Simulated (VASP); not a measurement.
An input for Quantum ESPRESSO's pw.x (written as the equivalent of a VASP run, and not itself run):

```
&CONTROL
  calculation = 'scf'
  pseudo_dir = './pseudo'
  outdir = './out'
  tprnfor = .true.
  tstress = .true.
/
&SYSTEM
  ibrav = 0
  nat = 2
  ntyp = 1
  ecutwfc = 84
  occupations = 'smearing'
  smearing = 'methfessel-paxton'
  degauss = 0.00735
  input_dft = 'pbe'
/
&ELECTRONS
  conv_thr = 7.3e-06
  electron_maxstep = 100
/
ATOMIC_SPECIES
  Ru 101.070 Ru.upf
CELL_PARAMETERS angstrom
     1.3178820   -2.3175950    0.0000000
     1.3178820    2.3175950    0.0000000
     0.0000000    0.0000000    4.2814260
ATOMIC_POSITIONS crystal
  Ru   0.3333330  0.6666670  0.2500000
  Ru   0.6964450  0.3631110  0.7500000
K_POINTS automatic
  14 14 8 0 0 0
```

Q: Write the VASP files for the same calculation (PBE).

A: One answer among several that fit: 
**POSCAR**
```
Ru
2.6660940
  0.4943119035  -0.8692848039   0.0000000000
  0.4943119035   0.8692848039   0.0000000000
  0.0000000000   0.0000000000   1.6058796126
Ru
2
Cartesian
  0.4943119035   0.2897621808   0.4014699032
  0.5237511432  -0.2897621808   1.2044097095
```

File KPOINTS:
```
K-points
0
G
 14 14 8
0 0 0
```

**INCAR**
```
SYSTEM = Ru
PREC = Accurate; ENCUT = 400; LREAL = .FALSE.
LASPH = .TRUE.
EDIFF = 1E-4; NELM = 100; ALGO = Normal
LMAXMIX = 4
ISMEAR = 1; SIGMA = 0.1
GGA = PE
ISIF = 2
LWAVE = .FALSE.; LCHARG = .FALSE.
```

POTCAR, in this order: Ru_pv (PBE.64 set). Program: vasp_std.

Limits of the translation: the potentials are each code's own (VASP's PAW set, PseudoDojo norm-conserving files in pw.x), so ENCUT and ecutwfc are chosen apart and not converted; conv_thr bounds pw.x's estimated SCF error, while EDIFF bounds the energy change between steps.

The compound is Ru in the hcp structure. The cell was not relaxed at this level, atoms are displaced from their ideal sites. The run is one of a series of settings (EDIFF = 1E-4 against the base run), some of them coarse on purpose.
